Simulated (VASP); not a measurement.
# VB4Os (P-6m2) in VASP: reference runs

How does VB4Os come out in PBE? The cell is run as given and disturbed.

All numbers are computed with VASP 6.6.1; they aren't measurements. Logs are shortened: lines on timing, memory, paths and dates and some standing lists are left out, and cuts for length are marked.

### Step 1. The structure

It takes space group P-6m2 (No. 187, hexagonal). Conventional cell: a = 2.877 Å, b = 2.877 Å, c = 7.454 Å, α = 90.00°, β = 90.00°, γ = 120.00°. Os (site symmetry -6m2) is surrounded by 8 B at 2.21 to 2.28 Å. Around V (site symmetry -6m2) lie 8 B at 2.17 to 2.25 Å. B (site symmetry 3m) has 3 B at 1.78 Å as nearest neighbours. Around B (site symmetry 3m) lie 3 B at 1.78 Å.

The cell comes from a database or a generator and needn't be the stable form of this composition.

### Step 2. Single point, PBE, collinear spin, ferromagnetic start

The input, INCAR:

```
PREC     = Accurate       # precision mode
ENCUT    = 520            # plane-wave cutoff, eV
EDIFF    = 1E-7           # SCF threshold, eV
ISMEAR   = -1             # smearing method
SIGMA    = 0.05           # smearing width, eV
LREAL    = False          # projectors in reciprocal space
LASPH    = True           # aspherical terms in the spheres
NELM     = 100            # most SCF steps
ALGO     = Normal         # electronic algorithm
ISIF     = 2              # what is computed and relaxed
LWAVE    = False          # write WAVECAR
LCHARG   = False          # write CHGCAR
ISPIN    = 2              # spin polarisation
MAGMOM   = 1 2 0 0 0 0    # initial moments
LORBIT   = 11             # projections on sites
LMAXMIX  = 4              # l up to which the mixer works
GGA      = PE             # functional
NBANDS   = 30             # bands
```

The input, KPOINTS:

```
Automatic mesh
0
Gamma
  11 11 4
```

The input, POSCAR:

```
VB4Os
1.0
    2.8774873876      0.0000000000      0.0000000000
   -1.4387436938      2.4919771768      0.0000000000
    0.0000000000      0.0000000000      7.4537050000
Os V B
1 1 4
Direct
    0.3333333333      0.6666666667      0.5000000000
    0.0000000000      0.0000000000      0.0000000000
    0.0000000000      0.0000000000      0.2905160000
    0.3333333333      0.6666666667      0.2030770000
    0.3333333333      0.6666666667      0.7969230000
    0.0000000000      0.0000000000      0.7094840000
```

Potentials or basis: VASP PAW PBE potentials, release 64 (Os, V_sv, B).

Command:

```sh
$ cat potpaw_PBE.64/Os/POTCAR potpaw_PBE.64/V_sv/POTCAR potpaw_PBE.64/B/POTCAR > POTCAR
$ mpirun -np 1 vasp_std > vasp.out
```

OUTCAR:

```text
PREC = Accurate
   ENCUT = 520
   EDIFF = 1E-7
   ISMEAR = -1
   LREAL = False
   LASPH = True
   NELM = 100
   ISIF = 2
   ISPIN = 2
   LORBIT = 11
   GGA = PE

 ion  position               nearest neighbor table
   1  0.333  0.667  0.500-   4 2.21   5 2.21   3 2.28   6 2.28   3 2.28   6 2.28   3 2.28   6 2.28

   2  0.000  0.000  0.000-   3 2.17   6 2.17   5 2.25   4 2.25   4 2.25   5 2.25   4 2.25   5 2.25

   3  0.000  0.000  0.291-   4 1.78   4 1.78   4 1.78   2 2.17   1 2.28   1 2.28   1 2.28
   4  0.333  0.667  0.203-   3 1.78   3 1.78   3 1.78   1 2.21   2 2.25   2 2.25   2 2.25
   5  0.333  0.667  0.797-   6 1.78   6 1.78   6 1.78   1 2.21   2 2.25   2 2.25   2 2.25
   6  0.000  0.000  0.709-   5 1.78   5 1.78   5 1.78   2 2.17   1 2.28   1 2.28   1 2.28

  LATTYP: Found a hexagonal cell.
 ALAT       =     2.8774873876
 C/A-ratio  =     2.5903519272

  Lattice vectors:

 A1 = (   2.8774873876,   0.0000000000,   0.0000000000)
 A2 = (  -1.4387436938,   2.4919771768,   0.0000000000)
 A3 = (   0.0000000000,   0.0000000000,   7.4537050000)

Analysis of symmetry for initial positions (statically):
=====================================================================
 Subroutine PRICEL returns:
 Original cell was already a primitive cell.

 Routine SETGRP: Setting up the symmetry group for a
 hexagonal supercell.

 Subroutine GETGRP returns: Found 12 space group operations
 (whereof 12 operations were pure point group operations)
 out of a pool of 24 trial point group operations.

The static configuration has the point symmetry D_3h.

Analysis of symmetry for dynamics (positions and initial velocities):
=====================================================================
 Subroutine PRICEL returns:
 Original cell was already a primitive cell.

 Routine SETGRP: Setting up the symmetry group for a
 hexagonal supercell.

 Subroutine GETGRP returns: Found 12 space group operations
 (whereof 12 operations were pure point group operations)
 out of a pool of 24 trial point group operations.

The dynamic configuration has the point symmetry D_3h.

Analysis of structural, dynamic, and magnetic symmetry:
=====================================================================
 Subroutine PRICEL returns:
 Original cell was already a primitive cell.

 Routine SETGRP: Setting up the symmetry group for a
 hexagonal supercell.

 Subroutine GETGRP returns: Found 12 space group operations
 (whereof 12 operations were pure point group operations)
 out of a pool of 24 trial point group operations.

The overall configuration has the point symmetry D_3h.

 Subroutine INISYM returns: Found 12 space group operations
 (whereof 12 operations are pure point group operations),
 and found     1 'primitive' translations

----------------------------------------------------------------------------------------

                                     Primitive cell

  volume of cell :      53.4478

  direct lattice vectors                    reciprocal lattice vectors
     2.877487388  0.000000000  0.000000000     0.347525416  0.200643892  0.000000000
    -1.438743694  2.491977177  0.000000000     0.000000000  0.401287784  0.000000000
     0.000000000  0.000000000  7.453705000     0.000000000  0.000000000  0.134161467

  length of vectors
     2.877487388  2.877487388  7.453705000     0.401287784  0.401287784  0.134161467

  position of ions in fractional coordinates (direct lattice)
     0.333333333  0.666666667  0.500000000
     0.000000000  0.000000000  0.000000000
     0.000000000  0.000000000  0.290516000
     0.333333333  0.666666667  0.203077000
     0.333333333  0.666666667  0.796923000
     0.000000000  0.000000000  0.709484000

  ion indices of the primitive-cell ions
   primitive index   ion index
                 1           1
                 2           2
                 3           3
                 4           4
                 5           5
                 6           6

[... 50 lines left out ...]
  0.090909  0.090909  0.250000     12.000000
  0.181818  0.090909  0.250000     24.000000
 [... further k-points ...]
   k-points           NKPTS =     48   k-points in BZ     NKDIM =     48   number of bands    NBANDS=     30
   number of dos      NEDOS =    301   number of ions     NIONS =      6
   total plane-waves  NPLWV =  32256
   dimension x,y,z NGX =    24 NGY =   24 NGZ =   56
   dimension x,y,z NGXF=    48 NGYF=   48 NGZF=  112
   ions per type =               1   1   4
   NGX,Y,Z   is equivalent  to a cutoff of  13.87, 13.87, 12.49 a.u.
   NGXF,Y,Z  is equivalent  to a cutoff of  27.73, 27.73, 24.98 a.u.
 SYSTEM =  unknown system
   PREC   = accura    normal or accurate (medium, high low for compatibility)
   ISTART =      0    job   : 0-new  1-cont  2-samecut
   ICHARG =      2    charge: 1-file 2-atom 10-const
   ISPIN  =      2    spin polarized calculation?
   LNONCOLLINEAR =      F non collinear calculations
   LSORBIT =      F    spin-orbit coupling
   LASPH  =      T    aspherical Exc in radial PAW
   ENCUT  =  520.0 eV  38.22 Ry    6.18 a.u.   5.35  5.35 13.86*2*pi/ulx,y,z
   NELM   =    100;   NELMIN=  2; NELMDL= -5     # of ELM steps
   EDIFF  = 0.1E-06   stopping-criterion for ELM
   LREAL  =      F    real-space projection
   EDIFFG = 0.1E-05   stopping-criterion for IOM
   NSW    =      0    number of steps for IOM
   IBRION =     -1    ionic relax: 0-MD 1-quasi-New 2-CG
   NFREE  =      0    steps in history (QN), initial steepest desc. (CG)
   ISIF   =      2    stress and relaxation
   ISYM   =      2    0-nonsym 1-usesym 2-fastsym
   POTIM  = 0.5000    time-step for ionic-motion
   TEBEG  =    0.0;   TEEND  =   0.0 temperature during run
   PSTRESS=    0.0 pullay stress
   NELECT =      33.0000    total number of electrons
   NUPDOWN=      -1.0000    fix difference up-down
   EMIN   =  10.00;   EMAX   =-10.00  energy-range for DOS
   EFERMI =   0.00;   METHOD = LEGACY
   ISMEAR =    -1;   SIGMA  =   0.05  broadening in eV -4-tet -1-fermi 0-gaus
   EFERMI_NEDOS =   21; number of points for ismear=-14 and -15
   IALGO  =     38    algorithm
   IMIX   =      4    mixing-type and parameters
     AMIX     =   0.40;   BMIX     =  1.00
     AMIX_MAG =   1.60;   BMIX_MAG =  1.00
  volume/ion in A,a.u.               =       8.91        60.11
  Fermi-wavevector in a.u.,A,eV,Ry     =   1.394022  2.634319 26.440160  1.943297
  Thomas-Fermi vector in A             =   2.517611
   LORBIT       =     11    0 simple, 1 ext, 2 COOP (PROOUT), +10 PAW based schemes
   GGA     = PE    functional components
   LHFCALC =     F    Hartree Fock is set to
   AEXX    =    0.0000 exact exchange contribution
   IVDW    =     0    specifies the selected vdW correction
   LEPSILON=     F    determine dielectric tensor
   LRPA    =     F    only Hartree local field effects (RPA)
 spin polarized calculation
  energy-cutoff  :      520.00
  volume of cell :       53.45
 maximum number of plane-waves:      1480
 NGX is ok and might be reduce to    24
   NGX = 11   NGY = 11   NGZ = 27

 number of electron      33.0000006 magnetization       0.0006492

 number of electron      33.0000006 magnetization      -0.0001168

 Free energy of the ion-electron system (eV)
  ---------------------------------------------------
  ext. energy  EPLUGINS =         0.00000000
  ---------------------------------------------------
  free energy    TOTEN  =       -48.85267208 eV

  energy without entropy =      -48.83715596  energy(sigma->0) =      -48.84491402

 E-fermi :   8.4033     XC(G=0): -12.9164

 val. band max:        8.3725285880   @ k =   0.0909  -0.0000   0.5000
 cond. band min:       8.4043873822   @ k =   0.2727   0.0000   0.0000
 fundamental gap:      0.0318587942
 Fermi energy:         8.4033304685

 spin component 1

 k-point     1 :       0.0000    0.0000    0.0000
  band No.  band energies     occupation
      1     -55.3602      1.00000
      2     -29.2269      1.00000
      3     -29.0436      1.00000
      4     -29.0436      1.00000
      5      -5.4049      1.00000
      6      -3.5172      1.00000
[... 733 lines left out ...]
     27      18.2426      0.00000
     28      18.5320      0.00000

 [... further k-points ...]

 spin component 2

 k-point     1 :       0.0000    0.0000    0.0000
  band No.  band energies     occupation
      1     -55.3602      1.00000
      2     -29.2269      1.00000
      3     -29.0436      1.00000
      4     -29.0436      1.00000
      5      -5.4049      1.00000
      6      -3.5172      1.00000
[... 733 lines left out ...]
     27      18.2426      0.00000
     28      18.5320      0.00000

 [... further k-points ...]

 [bands above 28 left out]

------------------------ aborting loop because EDIFF is reached ----------------------------------------

  FORCE on cell =-STRESS in cart. coord.  units (eV):
  Direction    XX          YY          ZZ          XY          YZ          ZX
  --------------------------------------------------------------------------------------
  -------------------------------------------------------------------------------------
  Total       -0.0773313     -0.0773313     -0.0429587     -0.0000000      0.0000000     -0.0000000
  in kB       -2.3181202     -2.3181202     -1.2877529     -0.0000000      0.0000000     -0.0000000
  external PRESSURE =      -1.9746644 kB  Pullay stress =       0.0000000 kB

 VOLUME and BASIS-vectors are now :
 -----------------------------------------------------------------------------
  energy-cutoff  :      520.00
  volume of cell :       53.45
      direct lattice vectors                 reciprocal lattice vectors
     2.877487388  0.000000000  0.000000000     0.347525416  0.200643892  0.000000000
    -1.438743694  2.491977177  0.000000000     0.000000000  0.401287784  0.000000000
     0.000000000  0.000000000  7.453705000     0.000000000  0.000000000  0.134161467

 POSITION                                       TOTAL-FORCE (eV/Angst)
 -----------------------------------------------------------------------------------
     -0.00000      1.66132      3.72685         0.000000     -0.000000      0.000000
      0.00000      0.00000      0.00000         0.000000     -0.000000      0.000000
      0.00000      0.00000      2.16542        -0.000000     -0.000000      0.059732
     -0.00000      1.66132      1.51368        -0.000000      0.000000     -0.013288
     -0.00000      1.66132      5.94003         0.000000      0.000000      0.013288
      0.00000      0.00000      5.28828        -0.000000      0.000000     -0.059732
 -----------------------------------------------------------------------------------
    total drift:                                0.000000     -0.000000      0.000000

  FREE ENERGIE OF THE ION-ELECTRON SYSTEM (eV)
  ---------------------------------------------------
  free  energy   TOTEN  =       -48.8526720753 eV

  energy  without entropy=      -48.8371559606  energy(sigma->0) =      -48.84491402

 total charge

# of ion       s       p       d       tot
------------------------------------------
    1        0.614   0.858   6.121   7.593
    2        2.273   6.300   3.148  11.721
    3        0.695   1.255   0.000   1.949
    4        0.704   1.263   0.000   1.967
    5        0.704   1.263   0.000   1.967
    6        0.695   1.255   0.000   1.949
--------------------------------------------------
tot          5.684  12.194   9.269  27.146

 magnetization (x)

# of ion       s       p       d       tot
------------------------------------------
    1       -0.000  -0.000  -0.000  -0.000
    2       -0.000  -0.000  -0.000  -0.000
    3        0.000   0.000   0.000   0.000
    4        0.000  -0.000   0.000  -0.000
    5        0.000  -0.000   0.000  -0.000
    6        0.000   0.000   0.000   0.000
--------------------------------------------------
tot         -0.000  -0.000  -0.000  -0.000
```

Run time: 82 s. Hardware: 1 thread of Intel Xeon 6975P-C (Granite Rapids), shared host; peak memory 0.28 GiB.

Results:

* Free energy: -48.8527 eV
* Pressure: -0.2 GPa
* Largest force: 0.060 eV/Å
* Band gap on the k mesh: none (metal or under the smearing width)
* Net moment: 0.00 μB per cell
* Valence electrons inside the program's atomic spheres: Os 7.59; V 11.72; B 1.95, 1.97

Forces on the atoms (eV/Å):
```
Os   0.000  0.000  0.000
V    0.000  0.000  0.000
B    0.000  0.000  0.060
B    0.000  0.000 -0.013
B    0.000  0.000  0.013
B    0.000  0.000 -0.060
```

Stress tensor (GPa, compression positive):
```
-0.23  0.00  0.00
 0.00 -0.23  0.00
 0.00  0.00 -0.13
```

### Step 3. Single point, PBE, collinear spin, ferromagnetic start (atoms moved at random, drawn with an rms of 0.05 Å)

The input, INCAR:

```
SYSTEM = VB4Os
ALGO = Normal ; EDIFF = 1E-7
ENCUT = 520 ; GGA = PE
ISIF = 2 ; ISMEAR = -1
ISPIN = 2 ; LASPH = .True.
LCHARG = .True. ; LELF = .True.
LMAXMIX = 4 ; LORBIT = 11
LREAL = .False. ; LVHAR = .True.
LWAVE = .False. ; MAGMOM = 1 2 0 0 0 0
NBANDS = 30 ; NELM = 150
PREC = Accurate ; SIGMA = 0.05
```

The input, KPOINTS:

```
k-points
0
Gamma
  11 11 4
  0 0 0
```

The input, POSCAR:

```
VB4Os
1.0
    2.8774873876      0.0000000000      0.0000000000
   -1.4387436938      2.4919771768      0.0000000000
    0.0000000000      0.0000000000      7.4537050000
Os V B
1 1 4
Direct
    0.3351650000      0.6709520000      0.4943840000
    0.0151430000      0.0093990000     -0.0017180000
   -0.0099920000     -0.0156970000      0.2846050000
    0.3499380000      0.6747510000      0.1974090000
    0.3102560000      0.6512840000      0.7882300000
    0.0070700000      0.0105410000      0.7026250000
```

Potentials or basis: VASP PAW PBE potentials, release 64 (Os, V_sv, B).

Command:

```sh
$ cat potpaw_PBE.64/Os/POTCAR potpaw_PBE.64/V_sv/POTCAR potpaw_PBE.64/B/POTCAR > POTCAR
$ mpirun -np 1 vasp_std > vasp.out
```

It took 6.6 min on 1 thread of Intel Xeon 6975P-C (Granite Rapids), shared host; peak memory 0.66 GiB.

The run converged. Its results:

- Free energy: -48.7714 eV
- Pressure: 0.8 GPa
- Largest force: 0.964 eV/Å
- Band gap on the k mesh: none (metal or under the smearing width)
- Net moment: 0.00 μB per cell
- Valence electrons inside the program's atomic spheres: Os 7.61; V 11.71; B 1.96, 1.98

Forces in eV/Å, atoms in the order of the input:
```
Os   0.015 -0.208  0.046
V   -0.245 -0.257 -0.682
B    0.481  0.696  0.151
B   -0.441 -0.367 -0.012
B    0.402  0.697  0.531
B   -0.211 -0.560 -0.035
```

Stress tensor (GPa, compression positive):
```
 0.39 -0.05  0.97
-0.05  0.86  1.12
 0.97  1.12  1.26
```

Levels at points of the mesh, in eV from the Fermi level:
Spin up:
| k point | band 15 | band 16 | band 17 | band 18 | band 19 | band 20 |
| --- | --- | --- | --- | --- | --- | --- |
| (0.00, 0.00, 0.00) | -0.25 | -0.16 | 0.67 | 0.83 | 2.27 | 2.46 |
| (0.00, 0.00, 0.50) | 0.01 | 0.06 | 0.13 | 0.33 | 3.01 | 3.27 |
Spin down:
```csv
k point,band 15,band 16,band 17,band 18,band 19,band 20
"(0.00, 0.00, 0.00)",-0.25,-0.16,0.67,0.83,2.27,2.46
"(0.00, 0.00, 0.50)",0.01,0.06,0.13,0.33,3.01,3.27
```

Spin-orbit coupling is left out, which matters for the levels of Os.
